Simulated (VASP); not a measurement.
The input files of a VASP run:

### KPOINTS
```
Regular mesh
0
Gamma
 9 9 9
0 0 0
```

### INCAR
```
PREC = Accurate
SYSTEM = PbSe
ISIF = 3   # ions, shape and volume
ENCUT = 500   # plane-wave cut-off (eV)
EDIFF = 1E-6
LASPH = T
LCHARG = F
ISMEAR = 0   # Gaussian
NSW = 40   # most ionic steps
PSTRESS = 450
LREAL = F
NELM = 100
LMAXMIX = 4   # l cut-off of mixed one-centre charges
EDIFFG = -0.02   # ionic stop
ALGO = Normal
SIGMA = 0.05
IBRION = 2
LWAVE = F
```

POSCAR:
```
PbSe
1.0
  0.0000000000   2.6852695391   2.6852695391
  2.6852695391   0.0000000000   2.6852695391
  2.6852695391   2.6852695391   0.0000000000
Pb Se
1 1
direct
  0.0000000000   0.0000000000   0.0000000000
  0.5000000000   0.5000000000   0.5000000000
```

POTCAR, in this order: Pb_d Se (LDA.64 set). Program: vasp_std.

Translate this LDA calculation to Ansatz.

One equivalent input (not run):
Ansatz 0.2 input:
```yaml
crystal:
  lattice:
    - [0.0000000, 2.6852695, 2.6852695]
    - [2.6852695, 0.0000000, 2.6852695]
    - [2.6852695, 2.6852695, 0.0000000]
  atoms:
    - { symbol: Pb, position: [0.0000000, 0.0000000, 0.0000000] }
    - { symbol: Se, position: [0.5000000, 0.5000000, 0.5000000] }
kpoints:
  mp_grid: { grid: [9, 9, 9] }
hamiltonian:
  xc: lda
  pseudopotentials: { kind: paw }
scf:
  occupations: { method: gaussian, width: 0.05 }
  max_iter: 100
relax:
  max_steps: 40
  f_tol: 0.02
  cell: { p_target: 45 }
output: { forces: true, stress: true, eigenvalues: true }
```
Limits of the translation: each code has its own PAW files, so the cut-off isn't converted (ENCUT is set for VASP's; basis.ecutwfc is left out, and Ansatz then takes the one that its files recommend); Ansatz stops its SCF on the density residual and VASP on the energy change (EDIFF); Ansatz's lda is the Perdew-Wang form, while the LDA potentials of VASP carry Perdew-Zunger's.

The compound is PbSe in the rock salt structure. This run relaxes it under an external pressure of 45 GPa. Symmetry was kept, so distortions that lower it aren't found.
